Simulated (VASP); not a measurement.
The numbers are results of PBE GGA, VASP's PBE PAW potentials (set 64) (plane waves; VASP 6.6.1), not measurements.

The input files of a VASP run:

### INCAR
```
SYSTEM = Bi
PREC = Accurate; ENCUT = 300; LREAL = .FALSE.
LASPH = .TRUE.
EDIFF = 1E-6; NELM = 100; ALGO = Normal
LMAXMIX = 4
ISMEAR = 0; SIGMA = 0.136
GGA = PE
ISIF = 2
LWAVE = .FALSE.; LCHARG = .FALSE.
```

**KPOINTS**
```
Automatic mesh
0
Gamma
7 7 7
0 0 0
```

POSCAR:
```
Bi
1
   -3.0652100000     3.0652100000     1.6724150000
    3.0652100000    -3.0652100000     1.6724150000
    3.0652100000     3.0652100000    -1.6724150000
Bi
2
Direct
  0.7500000000   0.2500000000   0.5000000000
  0.0000000000   0.0000000000   0.0000000000
```

POTCAR, in this order: Bi_d (PBE.64 set). Program: vasp_std.

What VASP printed:

OSZICAR:
```
       N       E                     dE             d eps       ncg     rms          rms(c)
DAV:   1     0.246300525742E+03    0.24630E+03   -0.12433E+04  1520   0.137E+03
DAV:   2     0.102125178364E+02   -0.23609E+03   -0.23218E+03  1556   0.389E+02
DAV:   3    -0.711332688566E+01   -0.17326E+02   -0.17008E+02  1777   0.130E+02
DAV:   4    -0.758886964463E+01   -0.47554E+00   -0.47480E+00  1698   0.232E+01
DAV:   5    -0.761175467918E+01   -0.22885E-01   -0.22884E-01  2141   0.438E+00    0.813E-01
DAV:   6    -0.760937755437E+01    0.23771E-02   -0.14776E-02  1879   0.134E+00    0.492E-01
DAV:   7    -0.760878294476E+01    0.59461E-03   -0.72458E-03  1812   0.105E+00    0.861E-02
DAV:   8    -0.760886256366E+01   -0.79619E-04   -0.69803E-04  1663   0.343E-01    0.165E-02
DAV:   9    -0.760886968236E+01   -0.71187E-05   -0.28394E-05  2119   0.560E-02    0.596E-03
DAV:  10    -0.760886687946E+01    0.28029E-05   -0.33828E-06  1364   0.251E-02    0.128E-03
DAV:  11    -0.760886690410E+01   -0.24637E-07   -0.26701E-07   904   0.664E-03
   1 F= -.76088669E+01 E0= -.76012630E+01  d E =-.152079E-01
```

**OUTCAR**
```
------------------------ aborting loop because EDIFF is reached ----------------------------------------
  FORCE on cell =-STRESS in cart. coord.  units (eV):
  Direction    XX          YY          ZZ          XY          YZ          ZX
  --------------------------------------------------------------------------------------
  Total        2.2640293      2.2640293      0.4889570      0.0000000      0.0000000      0.0000000
  in kB       57.7122639     57.7122639     12.4639800      0.0000000      0.0000000      0.0000000
  external PRESSURE =      42.6295026 kB  Pullay stress =       0.0000000 kB
  volume of cell :       62.85
      direct lattice vectors                 reciprocal lattice vectors
    -3.065210000  3.065210000  1.672415000     0.000000000  0.163120961  0.298968856
     3.065210000 -3.065210000  1.672415000     0.163120961  0.000000000  0.298968856
     3.065210000  3.065210000 -1.672415000     0.163120961  0.163120961  0.000000000
 POSITION                                       TOTAL-FORCE (eV/Angst)
 -----------------------------------------------------------------------------------
      0.00000      3.06521      0.83621        -0.000000     -0.000000     -0.000000
      0.00000      0.00000      0.00000         0.000000      0.000000      0.000000
 -----------------------------------------------------------------------------------
    total drift:                               -0.000000      0.000000      0.000000
  FREE ENERGIE OF THE ION-ELECTRON SYSTEM (eV)
  ---------------------------------------------------
  free  energy   TOTEN  =        -7.6088669041 eV

  energy  without entropy=       -7.5936590432  energy(sigma->0) =       -7.60126297
```
(Selected blocks of OUTCAR.)

At this cut-off the stress carries a Pulay error, which pulls relaxed volumes low.

The structure was generated: Bi was put into an ordered model structure, which need not be its known phase. The cell was not relaxed at this level, and its volume differs by -5.9 % from the start's. The k-mesh is coarse (spacing up to 0.31 per Å, 2π included), so the numbers may not be converged in it.
